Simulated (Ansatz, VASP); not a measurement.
# Co (bulk Co): VASP beside Ansatz

Aim: how closely do two programs agree when they are given the same cell, functional and k mesh? The cell is taken from a series of runs on this material, whose earlier steps may have relaxed, scaled, displaced or heated it; both programs get it as it stands.

Method: plane waves, with VASP 6.6.1 beside it; single point at PBEsol and single point at r2SCAN, in Ansatz 0.2.0.

### Step 1. Set-up

It takes space group P6_3/mmc (No. 194, hexagonal). The conventional cell has a = 2.490 Å, b = 2.490 Å, c = 4.030 Å, α = 90.00°, β = 90.00°, γ = 120.00°. Nearest to Co lie 12 Co at 2.48 to 2.49 Å. As first built, before any earlier steps moved the atoms (in the runner's words): Conventional cell of Co. Lattice constants are starting values near those of PBE.

### Step 2. Ansatz: single point, PBEsol

Ansatz runs on its default PAW (the set named soft_2) files.

With cell and atoms fixed, the geometry can't cause a difference; cores, projectors, grids and the points listed under the comparison can.

input.yaml

```yaml
crystal:
  lattice:
    - [2.49, 0.0, 0.0]
    - [-1.245, 2.1564, 0.0]
    - [0.0, 0.0, 4.03]
  atoms:
    - { symbol: Co, position: [0.0, 0.0, 0.0], spin: 1.7 }
    - { symbol: Co, position: [0.33333, 0.66667, 0.5], spin: 1.7 }
magnetization:
  spin_polarized: true
kpoints:
  mp_grid: { grid: [26, 26, 14] }
hamiltonian:
  xc: pbesol
scf:
  occupations: { method: fermi_dirac, width: 0.1 }
  lower_state_search: "off"
output:
  forces: true
```

Command:

```sh
$ ansatz run input.yaml --threads 6 --pin off --max-ram 102400MiB --backend cuda --events-out ev --progress --plain --runs-dir out
```

Numbers of over 12 decimals in the logs are rounded to 6 here.

The log of the run:

```text
Warning: the atoms were moved onto the symmetric positions of the space group found under crystal.symmetry.tolerance 1.0e-5 (fractional; no operation is sought that the atoms, as they stand in a round, miss by more than twice it, and no atom is moved by as much as it), and the run uses the moved positions. Before a round's move an operation carried an atom to 1.25e-5 Å from where it should land, the largest such dist [...]
Engine: ansatz 0.2.0, x86_64-unknown-linux-gnu
Pseudopotentials: kind: paw
Pseudopotential: Co, paw, valence charge 17, recommended cutoff 420 eV (normal), Co.paw.azcp
Functional definition: PBEsol
  exchange = pbesol_x
  correlation = pbesol_c
device memory: the entry about to start is reckoned to put 3.0 GiB on a device that reports 41.9 GiB free
GPU FFT provider: cuFFT
GPU libraries: cuBLAS 13.8.2, cuFFT 12.4.0, cuSOLVER 12.3.4
Crystal: 2 atoms, lattice volume = 21.639 Å³
Basis set: ecut = 420 eV, 391 PW (Γ), exchange–correlation on 36×36×54 points (8 copies of the dense FFT grid, shifted against one another)
Bands: 23, of which v1, the nominal top of the filled ones, is band 17 counted from 1 (16 counted from 0)
Symmetry: 24 space group operations
Space group: P63/mmc (ITA 194), of the structure as read, at distance tolerance 2.8e-5 Å
Magnetic group: BNS 194.263 (UNI 1493), of the structure as read, at distance tolerance 2.8e-5 Å
k-points: 560 of 9464
Non-local potential: Co, projectors of the file, l = 0: 3, l = 1: 2, l = 2: 3, l = 3: 1
PAW form: soft (Blöchl's): semilocal exchange-correlation on the pseudo side does not see the compensation charge
PAW frozen core: Co, regenerated for the run's functional, and the local potential with it (the file was generated under x = pbe(κ = 0.804, μ = 0.219515), c = pbe(β = 0.066725))
PAW one-centre angular grid: Co, 590 points (default); XC on 64 Gauss nodes
Initial density: superposition of atomic densities (chi_scale 0.1, normalization cell)
Starting moments: Σ|m| = 3.4 μB on 2 of 2 sites
Initial wavefunctions: pseudopotential atomic-orbital guess
GPU buffer pool allocated for 8748 grid points (all kernels)
GPU transforms: local potential and band sums: pruned to the plane-wave sphere, on 18×18×27
Functional: x = pbesol(κ = 0.804, μ = 0.123457), c = pbesol(β = 0.046)
iter 1 solved again at ethr=1.65e-3 eV; its pass at ethr=3.10e-3 eV (dr2=5.61e-1 eV) is discarded
SCF iter   1: F=—  HF=-10185.950913 eV  |F-HF|=—  |Δ(HF+E_count)|=         —  Δρ=6.29e-2 (↑1.75e-2 ↓6.29e-2)  dr2=5.61e-1  dr2_m=1.75e-1  M=3.111 μB ∫|m|=3.183 μB  β_m=1.00  ethr=1.65e-3  ⟨swp⟩=1.0  Hψ=129216  notcnv=0
preconditioner: auto → none  [metal: Δε(μ)=0.002 eV  Ē_g=9.389 eV  σ=0.100 eV  W_gap=0.00  n_scr=8 (ndim 8)  ℏωp=33.9 eV  f_vac=0.000  D(μ)=2.07/eV (n_scr^D=22)  sad-step TF]
SCF iter   2: F=—  HF=-10185.902088 eV  |F-HF|=—  |Δ(HF+E_count)|=   4.88e-2  Δρ=2.15e-2 (↑3.52e-3 ↓2.15e-2)  dr2=6.65e-2  dr2_m=2.17e-2  M=3.105 μB ∫|m|=3.310 μB  β_m=1.00  ethr=1.65e-3  ⟨swp⟩=2.0  Hψ=36370  notcnv=0
SCF iter   3: F=—  HF=-10185.902597 eV  |F-HF|=—  |Δ(HF+E_count)|=   5.09e-4  Δρ=6.38e-3 (↑3.38e-3 ↓6.38e-3)  dr2=5.69e-3  dr2_m=3.35e-3  M=3.122 μB ∫|m|=3.365 μB  β_m=1.00  ethr=1.96e-4  ⟨swp⟩=2.0  Hψ=32793  notcnv=0  defer=9
SCF iter   4: F=—  HF=-10185.931737 eV  |F-HF|=—  |Δ(HF+E_count)|=   2.91e-2  Δρ=3.98e-3 (↑3.98e-3 ↓7.31e-4)  dr2=1.62e-3  dr2_m=7.76e-4  M=3.138 μB ∫|m|=3.394 μB  β_m=1.00  ethr=1.67e-5  ⟨swp⟩=2.0  Hψ=49416  notcnv=0  defer=9
SCF iter   5: F=—  HF=-10185.955742 eV  |F-HF|=—  |Δ(HF+E_count)|=   2.40e-2  Δρ=3.23e-3 (↑3.23e-3 ↓5.35e-4)  dr2=9.82e-4  dr2_m=6.02e-4  M=3.152 μB ∫|m|=3.417 μB  β_m=1.00  ethr=4.75e-6  ⟨swp⟩=2.0  Hψ=29114  notcnv=0  defer=9
SCF iter   6: F=—  HF=-10185.969043 eV  |F-HF|=—  |Δ(HF+E_count)|=   1.33e-2  Δρ=2.24e-3 (↑2.24e-3 ↓5.29e-4)  dr2=3.92e-4  dr2_m=3.59e-4  M=3.164 μB ∫|m|=3.435 μB  β_m=1.00  ethr=2.89e-6  ⟨swp⟩=2.2  Hψ=31585  notcnv=0  defer=9
SCF iter   7: F=—  HF=-10185.976452 eV  |F-HF|=—  |Δ(HF+E_count)|=   7.41e-3  Δρ=1.59e-3 (↑1.59e-3 ↓5.35e-4)  dr2=1.49e-4  dr2_m=2.18e-4  M=3.173 μB ∫|m|=3.448 μB  β_m=0.30  ethr=1.15e-6  ⟨swp⟩=2.0  Hψ=37710  notcnv=0  defer=9
Mixer restart at iter 7: flushing history
spin-set hold released at iteration 7 (site moments contracting): the magnetisation degrees of freedom join the quasi-Newton model from the next iteration; the mixer history was flushed
SCF iter   8: F=—  HF=-10185.981094 eV  |F-HF|=—  |Δ(HF+E_count)|=   4.64e-3  Δρ=1.63e-3 (↑1.63e-3 ↓1.25e-3)  dr2=1.99e-5  dr2_m=4.08e-4  M=3.180 μB ∫|m|=3.458 μB  β_m=0.65  ethr=4.39e-7  ⟨swp⟩=2.0  Hψ=37703  notcnv=0  defer=9
SCF iter   9: F=—  HF=-10185.987394 eV  |F-HF|=—  |Δ(HF+E_count)|=   6.30e-3  Δρ=2.77e-3 (↑2.77e-3 ↓3.24e-4)  dr2=9.65e-4  dr2_m=3.46e-4  M=3.202 μB ∫|m|=3.491 μB  β_m=0.67  ethr=5.84e-8  ⟨swp⟩=3.0  Hψ=52597  notcnv=0  defer=9
SCF iter  10: F=—  HF=-10185.987465 eV  |F-HF|=—  |Δ(HF+E_count)|=   7.13e-5  Δρ=2.43e-3 (↑8.49e-4 ↓2.43e-3)  dr2=1.22e-3  dr2_m=1.32e-4  M=3.206 μB ∫|m|=3.497 μB  β_m=0.59  ethr=5.84e-8  ⟨swp⟩=3.1  Hψ=56676  notcnv=0  defer=9
SCF iter  11: F=—  HF=-10185.987245 eV  |F-HF|=—  |Δ(HF+E_count)|=   2.20e-4  Δρ=2.32e-4 (↑4.13e-5 ↓2.32e-4)  dr2=7.30e-6  dr2_m=2.32e-6  M=3.207 μB ∫|m|=3.500 μB  β_m=0.79  ethr=5.84e-8  ⟨swp⟩=2.3  Hψ=51320  notcnv=0  defer=9
iter 12 met the thresholds in force, and the SCF goes on: an eigenvalue changes by 0.88 meV, over its tolerance of 0.50 meV (output.eigenvalues, Limitations)
SCF iter  12: F=-10185.987244 eV  HF=-10185.987244 eV  |F-HF|=2.81e-8  |Δ(HF+E_count)|=   3.51e-7  Δρ=1.99e-5 (↑1.43e-5 ↓1.99e-5)  dr2=6.27e-8  dr2_m=3.13e-8  M=3.207 μB ∫|m|=3.501 μB  β_m=0.90  ethr=2.94e-10  ⟨swp⟩=3.3  Hψ=102913  notcnv=0
SCF iter  13: F=-10185.987244 eV  HF=-10185.987244 eV  |F-HF|=2.86e-10  |Δ(HF+E_count)|=   1.62e-8  Δρ=2.00e-6 (↑4.84e-7 ↓2.00e-6)  dr2=4.93e-10  dr2_m=2.02e-10  M=3.207 μB ∫|m|=3.500 μB  ethr=1.84e-10  ⟨swp⟩=2.0  Hψ=80363  notcnv=0
SCF 1 converged in 13 iterations: F = -10185.987244 eV  dr2 = 4.93e-10
  greatest PAW one-centre occupation: 1.001 electrons in one spin orbital (limit 2), on the Co atom at site 1 (counted from 0), in its partial waves of l = 1
SCF converged after 13 iterations
an eigenvalue changed by more than its tolerance at an iteration that met the thresholds in force, so the SCF went on 1 time: the last check found none over its tolerance
Magnetization: 3.2072 μB (18.6036 up, 15.3964 down)
Absolute magnetization: 3.5015 μB (∫|ρ↑−ρ↓|, with the PAW one-centre terms)
Spin contamination: 0.0503 ħ² per cell (⟨S²⟩ above its minimum at these occupations)
Per-site moments (μB) at R_I (Å): [(1.671421, 1.021046), (1.671421, 1.021046)]
Free energy (F): -10185.987244 eV
Harris-Foulkes:  -10185.987244 eV  (|F-HF|=2.86e-10)
Internal energy: -10185.926086 eV  (E = F + TS)
E sigma→0 (E₀):  -10185.956665 eV
Entropy (-TS):   -0.061158 eV (-30.579 meV/atom)
Fermi energy:    18.576242 eV
--- Per-component energies (eV) ---
  E_band       = -488.709095
  E_kinetic    = 907.358431
  E_local      = -5655.894411  (includes V_loc(G=0)·N_el)
  E_nonlocal   = 911.189620
  E_hartree    = 2365.405013
  E_xc         = -315.400779
  E_vxc        = -408.888267  (∫ρ·V_xc dr)
  E_paw        = -2964.819960  (= ΣΔE_a)
  E_vpaw       = -973.286789  (= ΣTr[D̂ρ^β])
  E_aug_tail   = 0.000119  (compensation charges beyond the density's cutoff)
  E_ewald      = -5434.140957
  E_core_change = 0.376838  (= ΣΔE_core)
  E_smearing   = -0.061158  (= −TS)
  E_closure    = 0.000000  (closes the sum)
  Σ components = -10185.987244   (vs F -10185.987244, Δ=0.00e0)
--- Forces (eV/Å), atoms counted from 1 ---
  atom   1  Co     0.00000000    -0.00000000     0.00000000
  atom   2  Co     0.00000000     0.00000000     0.00000000
  max |Σ_I F_I| component: 0.00e0 eV/Å
```

Reading the cycles: dr2 is the Hartree energy of the density residual (eV), the measure of convergence; HF is the Harris–Foulkes estimate of the energy, which meets the free energy F at convergence.

### Step 3. VASP: single point, PBEsol

The same cell, functional, mesh and smearing now go to VASP, with its own data sets.

Lines of VASP's logs that name or quote its potential files are left out, and so is its time.

INCAR

```
SYSTEM = Co
PREC = Accurate
ENCUT = 520
EDIFF = 1E-06
NELM = 200
ISMEAR = -1
SIGMA = 0.1
LREAL = .FALSE.
ALGO = Normal
GGA = PS
NBANDS = 18
ISPIN = 2
MAGMOM = 1.67 1.67
LASPH = .TRUE.
LMAXMIX = 4
LORBIT = 11
LWAVE = .FALSE.
LCHARG = .FALSE.
ISIF = 2
GGA_COMPAT = .FALSE.
KPAR = 2
SYMPREC = 1E-04
```

POSCAR

```
Co
1.0
    2.4900000000      0.0000000000      0.0000000000
   -1.2450000000      2.1564000000      0.0000000000
    0.0000000000      0.0000000000      4.0300000000
Co
2
Direct
    0.0000033333      0.9999966667      0.0000000000
    0.3333366667      0.6666633333      0.5000000000
```

KPOINTS

```
Automatic mesh
0
Gamma
26 26 14
0 0 0
```

PAW data sets: Co (PBE family, release 64).

Command:

```sh
$ mpirun -np 2 vasp_std
```

The log of the run:

```text
[banner, memory and clock lines left out]
running    2 mpi-ranks, on    1 nodes
 distrk:  each k-point on    1 cores,    2 groups
 distr:  one band on    1 cores,    1 groups

 POSCAR found type information on POSCAR Co
 POSCAR found :  1 types and       2 ions
|                                                                             |
|               ----> ADVICE to this user running VASP <----                  |
|                                                                             |
|     You enforced a specific xc type in the INCAR file but a different       |
|     [... a line on the potential file left out ...]
|     I HOPE YOU KNOW WHAT YOU ARE DOING!                                     |
|                                                                             |

 LDA part: xc-table for (Slater+PW92), standard interpolation
 POSCAR, INCAR and KPOINTS ok, starting setup
 FFT: planning ... GRIDC
 FFT: planning ... GRID_SOFT
 FFT: planning ... GRID
 WAVECAR not read
 WARNING: random wavefunctions but no delay for mixing, default for NELMDL
 entering main loop
       N       E                     dE             d eps       ncg     rms          rms(c)
DAV:   1     0.823172895546E+02    0.82317E+02   -0.76781E+03 42232   0.128E+03
DAV:   2    -0.144212490172E+02   -0.96739E+02   -0.87791E+02 40502   0.229E+02
DAV:   3    -0.179999456289E+02   -0.35787E+01   -0.34625E+01 44688   0.570E+01
DAV:   4    -0.180620512508E+02   -0.62106E-01   -0.62053E-01 52236   0.624E+00
DAV:   5    -0.180633014701E+02   -0.12502E-02   -0.12501E-02 46012   0.768E-01    0.158E+01
DAV:   6    -0.159891106977E+02    0.20742E+01   -0.10809E+01 42848   0.685E+01    0.769E+00
DAV:   7    -0.155052789114E+02    0.48383E+00   -0.17201E+00 46354   0.252E+01    0.376E+00
DAV:   8    -0.154875499563E+02    0.17729E-01   -0.18557E-02 53568   0.137E+00    0.179E+00
DAV:   9    -0.154710612570E+02    0.16489E-01   -0.33930E-03 64730   0.975E-01    0.624E-01
DAV:  10    -0.154709804194E+02    0.80838E-04   -0.32683E-04 52172   0.221E-01    0.426E-01
DAV:  11    -0.154707611325E+02    0.21929E-03   -0.38237E-04 56104   0.334E-01    0.346E-02
DAV:  12    -0.154707538975E+02    0.72350E-05   -0.28415E-05 42694   0.403E-02    0.185E-02
DAV:  13    -0.154707497803E+02    0.41172E-05   -0.25144E-06 38258   0.213E-02    0.124E-02
DAV:  14    -0.154707501764E+02   -0.39602E-06   -0.94496E-07 29190   0.101E-02
   1 F= -.15470750E+02 E0= -.15439627E+02  d E =-.622465E-01  mag=     3.1937
```

Parts of OUTCAR (step 3):

```text
ion  position               nearest neighbor table
   1  0.000  1.000  0.000-   2 2.48   2 2.48   2 2.48   2 2.48   2 2.48   2 2.48
   2  0.333  0.667  0.500-   1 2.48   1 2.48   1 2.48   1 2.48   1 2.48   1 2.48

  LATTYP: Found a hexagonal cell.
 ALAT       =     2.4900000000
 C/A-ratio  =     1.6184738956

 Subroutine GETGRP returns: Found 24 space group operations
 (whereof 12 operations were pure point group operations)

The static configuration has the point symmetry D_3h.
 The point group associated with its full space group is D_6h.

 Found    560 irreducible k-points:

   k-points           NKPTS =    560   k-points in BZ     NKDIM =    560   number of bands    NBANDS=     18

   dimension x,y,z NGX =    20 NGY =   20 NGZ =   30
   dimension x,y,z NGXF=    40 NGYF=   40 NGZF=   60

   ENCUT  =  520.0 eV  38.22 Ry    6.18 a.u.   4.63  4.63  7.49*2*pi/ulx,y,z

   NELECT =      18.0000    total number of electrons

 k-points in reciprocal lattice and weights: Automatic mesh
   0.00000000  0.00000000  0.00000000       0.000
   0.03846154 -0.00000000  0.00000000       0.001
   0.07692308 -0.00000000  0.00000000       0.001
   0.11538462  0.00000000  0.00000000       0.001
   0.15384615  0.00000000  0.00000000       0.001
   0.19230769  0.00000000  0.00000000       0.001
   0.23076923 -0.00000000  0.00000000       0.001
   0.26923077  0.00000000  0.00000000       0.001
   0.30769231  0.00000000  0.00000000       0.001
[...]
0.30769231  0.30769231  0.50000000       0.001
   0.34615385  0.30769231  0.50000000       0.001

 average (electrostatic) potential at core
       1 -78.1388       2 -78.1388

 E-fermi :  10.1092

 spin component 1
 k-point     1 :       0.0000    0.0000    0.0000
  band No.  band energies     occupation
    ...
      8       8.2085      1.00000
      9       8.2085      1.00000
     10       9.3174      0.99964
     11       9.3175      0.99964
     12       9.9618      0.81363
     13      16.4585      0.00000
     14      32.0616      0.00000
     15      34.6438      0.00000
     16      34.6439      0.00000
     17      35.1661      0.00000
    ...

 k-point     2 :       0.0385   -0.0000    0.0000
  band No.  band energies     occupation
    ...
      7       7.8770      1.00000
      8       8.1836      1.00000
      9       8.1926      1.00000
     10       8.9997      0.99998
     11       9.3244      0.99961
     12      10.3393      0.09105
     13      16.4669      0.00000
     14      31.7040      0.00000
     15      33.5029      0.00000
     16      33.8705      0.00000
    ...

 k-point     3 :       0.0769   -0.0000    0.0000
  band No.  band energies     occupation
    ...
      7       7.9416      1.00000
      8       8.0824      1.00000
      9       8.1471      1.00000
     10       8.5777      1.00000
     11       9.3436      0.99953
     12      10.9675      0.00019
     13      16.4933      0.00000
     14      30.4781      0.00000
     15      32.6405      0.00000
     16      32.7167      0.00000
    ...

 k-point     4 :       0.1154    0.0000    0.0000
  band No.  band energies     occupation
    ...
      7       7.8461      1.00000
      8       8.0463      1.00000
      9       8.0778      1.00000
     10       8.3194      1.00000
     11       9.3709      0.99938
     12      11.6663      0.00000
     13      16.5407      0.00000
     14      28.7778      0.00000
     15      31.5718      0.00000
     16      32.1577      0.00000
    ...

 k-point     5 :       0.1538    0.0000    0.0000
  band No.  band energies     occupation
    ...
      7       7.9717      1.00000
      8       7.9918      1.00000
      9       8.1866      1.00000
     10       8.1928      1.00000
     11       9.4017      0.99915
     12      12.4150      0.00000
     13      16.6136      0.00000
     14      26.9899      0.00000
     15      30.4771      0.00000
     16      31.7463      0.00000
    ...

 k-point     6 :       0.1923    0.0000    0.0000
  band No.  band energies     occupation
    ...
      7       8.0957      1.00000
      8       8.1109      1.00000
      9       8.1339      1.00000
     10       8.3561      1.00000
     11       9.4323      0.99885
     12      13.2073      0.00000
     13      16.7166      0.00000
     14      25.2187      0.00000
     15      29.4469      0.00000
     16      31.3072      0.00000
    ...

  Total       -1.3273910     -1.3273870     -1.3538859      0.0000000      0.0000000      0.0000000
  in kB      -98.2823932    -98.2820965   -100.2441247      0.0000000      0.0000000      0.0000000
  external PRESSURE =     -98.9362048 kB  Pullay stress =       0.0000000 kB

  energy-cutoff  :      520.00
  volume of cell :       21.64
      direct lattice vectors                 reciprocal lattice vectors
     2.490000000  0.000000000  0.000000000     0.401606426  0.231867928  0.000000000
    -1.245000000  2.156400000  0.000000000     0.000000000  0.463735856  0.000000000
     0.000000000  0.000000000  4.030000000     0.000000000  0.000000000  0.248138958

 POSITION                                       TOTAL-FORCE (eV/Angst)
 -----------------------------------------------------------------------------------
     -1.24499      2.15639      0.00000         0.000000     -0.000000      0.000000
      0.00001      1.43759      2.01500         0.000000      0.000000      0.000000
 -----------------------------------------------------------------------------------
    total drift:                                0.000325     -0.000188      0.000528

  FREE ENERGIE OF THE ION-ELECTRON SYSTEM (eV)
  ---------------------------------------------------
  free  energy   TOTEN  =       -15.4707501764 eV

  energy  without entropy=      -15.4085036422  energy(sigma->0) =      -15.43962691

 total charge
# of ion       s       p       d       tot
------------------------------------------
    1        0.490   0.527   7.259   8.276
    2        0.490   0.527   7.259   8.276
--------------------------------------------------
tot          0.980   1.054  14.519  16.553

 magnetization (x)
# of ion       s       p       d       tot
------------------------------------------
    1       -0.015  -0.050   1.676   1.611
    2       -0.015  -0.050   1.676   1.611
--------------------------------------------------
tot         -0.029  -0.101   3.352   3.222

[... 6 further parts left out ...]
```

The magnetic state follows from one typed start and may not be the lowest. The PAW data sets were made with PBE, which is usual practice but a small mismatch for other functionals.

(Continued in part 2 of 2.)

[Lines on the potential files, build, host, timing and source positions are cut from VASP's logs without a mark.]

[Logs are printed without paths, hosts, clocks, repeated set-up lines and the standing remarks that a program may print on its own settings, such as how far it seeks lower states.]

[Hosts, paths, dates, database ids (printed as entryN), source tags and the programs' standing remarks are cut or masked in the printed files.]
